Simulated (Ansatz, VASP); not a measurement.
## RbTlI2 (alpha-NaFeO2 type (invented)): VASP beside Ansatz

One calculation is typed for both programs; each brings its own data sets. How far apart do they land? The cell is generated by rule, not measured, and may not be a known phase. The cell is taken from a series of runs on this material, whose earlier steps may have relaxed, scaled, displaced or heated it; both programs get it as it stands.

Calculated with Ansatz 0.2.0; plane waves, with VASP 6.6.1 beside it; relaxation of cell and atoms at PBEsol.

## (1) Set-up

It takes space group R-3m (No. 166, trigonal). The conventional cell has a = 5.018 Å, b = 5.018 Å, c = 24.610 Å, α = 90.00°, β = 90.00°, γ = 120.00°. Nearest to Rb lie 6 I at 3.62 Å. Nearest to Tl lie 6 I at 3.48 Å. Nearest to I lie 3 Tl at 3.48 Å and 3 Rb at 3.62 Å. Farther neighbours and most contacts between anions are not listed.

## (2) VASP: relaxation of cell and atoms, PBEsol

The relaxed volume is the usual yardstick between codes: in a stiff, nearly cubic crystal its relative difference is about their pressure difference at one cell divided by the bulk modulus.

Lines of VASP's logs that name or quote its potential files are left out, and so is its time.

File INCAR:

```
SYSTEM = RbTlI2
PREC = Accurate
ENCUT = 500
EDIFF = 1E-07
NELM = 120
ISMEAR = 0
SIGMA = 0.02
LREAL = .FALSE.
ALGO = Normal
GGA = PS
NBANDS = 24
LORBIT = 11
LWAVE = .FALSE.
LCHARG = .FALSE.
ISIF = 3
IBRION = 2
NSW = 80
EDIFFG = -0.005
LASPH = .TRUE.
GGA_COMPAT = .FALSE.
NELMIN = 4
EFERMI = MIDGAP
KPAR = 2
```

File POSCAR:

```
RbTlI2
1.0
    2.5087570000      1.4484320000      8.2033080000
   -2.5087570000      1.4484320000      8.2033080000
    0.0000000000     -2.8968630000      8.2033080000
Rb Tl I
1 1 2
Direct
    0.0000000000      0.0000000000      0.0000000000
    0.4999999425      0.4999999425      0.5000001151
    0.2450748448      0.2450748448      0.2450749294
    0.7549250401      0.7549250401      0.7549253007
```

File KPOINTS:

```
Automatic mesh
0
Gamma
6 6 6
0 0 0
```

PAW data sets: Rb_sv, Tl_d and I (PBE family, release 64).

The run is started by

```
$ mpirun -np 2 vasp_std
```

Numbers of over 12 decimals in the logs are rounded to 6 here.

The program printed:

```text
[banner, memory and clock lines left out]
running    2 mpi-ranks, on    1 nodes
 distrk:  each k-point on    1 cores,    2 groups
 distr:  one band on    1 cores,    1 groups

 POSCAR found type information on POSCAR RbTlI
 POSCAR found :  3 types and       4 ions
|                                                                             |
|               ----> ADVICE to this user running VASP <----                  |
|                                                                             |
|     You enforced a specific xc type in the INCAR file but a different       |
|     [... a line on the potential file left out ...]
|     I HOPE YOU KNOW WHAT YOU ARE DOING!                                     |
|                                                                             |

 LDA part: xc-table for (Slater+PW92), standard interpolation
 POSCAR, INCAR and KPOINTS ok, starting setup
 FFT: planning ... GRIDC
 FFT: planning ... GRID_SOFT
 FFT: planning ... GRID
 WAVECAR not read
 entering main loop
       N       E                     dE             d eps       ncg     rms          rms(c)
DAV:   1     0.202411223744E+03    0.20241E+03   -0.15250E+04  1536   0.123E+03
DAV:   2     0.232853255076E+01   -0.20008E+03   -0.19504E+03  1920   0.226E+02
DAV:   3    -0.112764470226E+02   -0.13605E+02   -0.13578E+02  2224   0.569E+01
DAV:   4    -0.114742848920E+02   -0.19784E+00   -0.19771E+00  2112   0.762E+00
DAV:   5    -0.114790059279E+02   -0.47210E-02   -0.47209E-02  2160   0.109E+00    0.370E+00
DAV:   6    -0.112651487595E+02    0.21386E+00   -0.30946E-01  1648   0.259E+00    0.240E+00
DAV:   7    -0.112487942303E+02    0.16355E-01   -0.22649E-01  1712   0.216E+00    0.102E+00
DAV:   8    -0.112555659720E+02   -0.67717E-02   -0.32688E-02  1856   0.113E+00    0.252E-01
DAV:   9    -0.112560291172E+02   -0.46315E-03   -0.12938E-03  2096   0.219E-01    0.132E-01
DAV:  10    -0.112564289936E+02   -0.39988E-03   -0.42443E-04  1872   0.118E-01    0.546E-02
DAV:  11    -0.112566300903E+02   -0.20110E-03   -0.21234E-04  1744   0.809E-02    0.102E-02
DAV:  12    -0.112566356534E+02   -0.55631E-05   -0.73626E-06  2016   0.194E-02    0.663E-03
DAV:  13    -0.112566400555E+02   -0.44022E-05   -0.73796E-06  1920   0.162E-02    0.214E-03
DAV:  14    -0.112566402595E+02   -0.20393E-06   -0.36057E-07  1992   0.358E-03    0.103E-03
DAV:  15    -0.112566404225E+02   -0.16300E-06   -0.18535E-07  1496   0.219E-03    0.518E-04
DAV:  16    -0.112566404203E+02    0.21719E-08   -0.80608E-09  1376   0.562E-04
   1 F= -.11256640E+02 E0= -.11256640E+02  d E =-.112566E+02
 curvature:   0.00 expect dE= 0.000E+00 dE for cont linesearch  0.000E+00
 trial: gam= 0.00000 g(F)=  0.220E-07 g(S)=  0.166E-04 ort = 0.000E+00 (trialstep = 0.100E+01)
 search vector abs. value=  0.166E-04
 bond charge predicted
       N       E                     dE             d eps       ncg     rms          rms(c)
DAV:   1    -0.112568043878E+02   -0.16397E-03   -0.30816E-03  1736   0.341E-01    0.669E-02
DAV:   2    -0.112566769222E+02    0.12747E-03   -0.25105E-04  1800   0.110E-01    0.247E-02
DAV:   3    -0.112566509058E+02    0.26016E-04   -0.84189E-05  1840   0.585E-02    0.158E-02
DAV:   4    -0.112566514548E+02   -0.54905E-06   -0.36572E-06  2144   0.114E-02    0.716E-03
DAV:   5    -0.112566517836E+02   -0.32881E-06   -0.19891E-06  2584   0.872E-03    0.264E-03
DAV:   6    -0.112566519245E+02   -0.14087E-06   -0.12104E-07  1168   0.240E-03    0.364E-04
DAV:   7    -0.112566519414E+02   -0.16885E-07   -0.11817E-08   864   0.687E-04
   2 F= -.11256652E+02 E0= -.11256652E+02  d E =-.115211E-04
 trial-energy change:   -0.000012  1 .order   -0.000012   -0.000017   -0.000007
 step:   1.7814(harm=  1.7814)  dis= 0.00004  next Energy=   -11.256655 (dE=-0.148E-04)
 reached required accuracy - stopping structural energy minimisation
```

OUTCAR, selected parts (step 2):

```text
ion  position               nearest neighbor table
   1  0.000  0.000  0.000-   4 3.62   4 3.62   3 3.62   3 3.62   3 3.62   4 3.62
   2  0.500  0.500  0.500-   3 3.48   4 3.48   3 3.48   3 3.48   4 3.48   4 3.48
   3  0.245  0.245  0.245-   2 3.48   2 3.48   2 3.48   1 3.62   1 3.62   1 3.62
   4  0.755  0.755  0.755-   2 3.48   2 3.48   2 3.48   1 3.62   1 3.62   1 3.62

  LATTYP: Found a trigonal (rhomboedric) cell.
 ALAT       =     8.6997746572
 COS(alpha) =     0.8336850653

 Subroutine GETGRP returns: Found 12 space group operations
 (whereof 12 operations were pure point group operations)

The static configuration has the point symmetry D_3d.

 Found     32 irreducible k-points:

   k-points           NKPTS =     32   k-points in BZ     NKDIM =     32   number of bands    NBANDS=     24

   dimension x,y,z NGX =    64 NGY =   64 NGZ =   64
   dimension x,y,z NGXF=   128 NGYF=  128 NGZF=  128

   ENCUT  =  500.0 eV  36.75 Ry    6.06 a.u.  15.86 15.86 15.86*2*pi/ulx,y,z

   NELECT =      36.0000    total number of electrons

 k-points in reciprocal lattice and weights: Automatic mesh
   0.00000000  0.00000000  0.00000000       0.005
   0.16666667  0.00000000 -0.00000000       0.028
   0.33333333  0.00000000 -0.00000000       0.028
   0.50000000  0.00000000 -0.00000000       0.014
   0.16666667  0.16666667  0.00000000       0.028
   0.33333333  0.16666667 -0.00000000       0.056
   0.50000000  0.16666667 -0.00000000       0.056
  -0.33333333  0.16666667  0.00000000       0.056
  -0.16666667  0.16666667  0.00000000       0.028
[...]
-0.33333333  0.50000000  0.33333333       0.028
   0.50000000  0.50000000  0.50000000       0.005

 average (electrostatic) potential at core
       1 -36.7752       2 -86.7055       3 -93.2837       4 -93.2837

 E-fermi :   2.3129

 k-point     1 :       0.0000    0.0000    0.0000
  band No.  band energies     occupation
    ...
     14       0.0968      2.00000
     15       0.1707      2.00000
     16       0.1813      2.00000
     17       0.1813      2.00000
     18       0.2446      2.00000
     19       4.0676      0.00000
     20       5.3710      0.00000
     21       5.3710      0.00000
     22       5.8300      0.00000
     23       6.8904      0.00000
    ...

 k-point     2 :       0.1667    0.0000   -0.0000
  band No.  band energies     occupation
    ...
     14      -0.1787      2.00000
     15      -0.0720      2.00000
     16       0.2062      2.00000
     17       0.2196      2.00000
     18       0.7455      2.00000
     19       4.4353      0.00000
     20       4.7463      0.00000
     21       5.4650      0.00000
     22       6.4772      0.00000
     23       6.8650      0.00000
    ...

 k-point     3 :       0.3333    0.0000   -0.0000
  band No.  band energies     occupation
    ...
     14      -0.5700      2.00000
     15      -0.2978      2.00000
     16       0.0428      2.00000
     17       0.2024      2.00000
     18       0.7713      2.00000
     19       4.5289      0.00000
     20       5.5243      0.00000
     21       5.6052      0.00000
     22       6.3186      0.00000
     23       6.8100      0.00000
    ...

  Total       -0.0118209     -0.0118209     -0.0021041      0.0000000     -0.0000000     -0.0000000
  in kB       -0.1059720     -0.1059720     -0.0188629      0.0000000     -0.0000000     -0.0000000
  external PRESSURE =      -0.0769357 kB  Pullay stress =       0.0000000 kB

  energy-cutoff  :      500.00
  volume of cell :      178.72
      direct lattice vectors                 reciprocal lattice vectors
     2.508020600  1.448006839  8.201935302     0.199360404  0.115100772  0.040640810
    -2.508020600  1.448006839  8.201935302    -0.199360404  0.115100772  0.040640810
     0.000000000 -2.896012678  8.201935302     0.000000000 -0.230201544  0.040640824

 POSITION                                       TOTAL-FORCE (eV/Angst)
 -----------------------------------------------------------------------------------
      0.00000      0.00000     24.60581        -0.000000     -0.000000      0.000000
      0.00000     -0.00000     12.30290         0.000000      0.000000      0.000000
      0.00000     -0.00000      6.03024        -0.000000     -0.000000     -0.000075
      0.00000     -0.00000     18.57556         0.000000      0.000000      0.000075
 -----------------------------------------------------------------------------------
    total drift:                                0.000000      0.000891     -0.000000

  FREE ENERGIE OF THE ION-ELECTRON SYSTEM (eV)
  ---------------------------------------------------
  free  energy   TOTEN  =       -11.2566519414 eV

  energy  without entropy=      -11.2566519414  energy(sigma->0) =      -11.25665194

 reached required accuracy - stopping structural energy minimisation

 total charge
# of ion       s       p       d       tot
------------------------------------------
    1        1.939   5.348   0.025   7.312
    2        1.300   0.161   9.661  11.121
    3        1.500   2.803   0.005   4.308
    4        1.500   2.803   0.005   4.308
--------------------------------------------------
tot          6.239  11.115   9.695  27.049

[... 3 further parts left out ...]
```

CONTCAR:

```
RbTlI2
   1.00000000000000
     2.5080205996570251    1.4480068387891487    8.2019353022964694
    -2.5080205996570251    1.4480068387891487    8.2019353022964694
     0.0000000000000000   -2.8960126780391642    8.2019353023260155
  Rb              Tl              I
     1     1     2
Direct
     1.0000000000000000    1.0000000000000000    1.0000000000000000
     0.4999999424999970    0.4999999424999970    0.5000001151000006
     0.2450739079584611    0.2450739079584611    0.2450739925584574
     0.7549259769415383    0.7549259769415383    0.7549262375415421
```

(Part 1 of 2 ends here.)

[Lines on the potential files, build, host, timing and source positions are cut from VASP's logs without a mark.]

[Logs are printed without paths, hosts, clocks, repeated set-up lines and the standing remarks that a program may print on its own settings, such as how far it seeks lower states.]

[Hosts, paths, dates, database ids (printed as entryN), source tags and the programs' standing remarks are cut or masked in the printed files.]
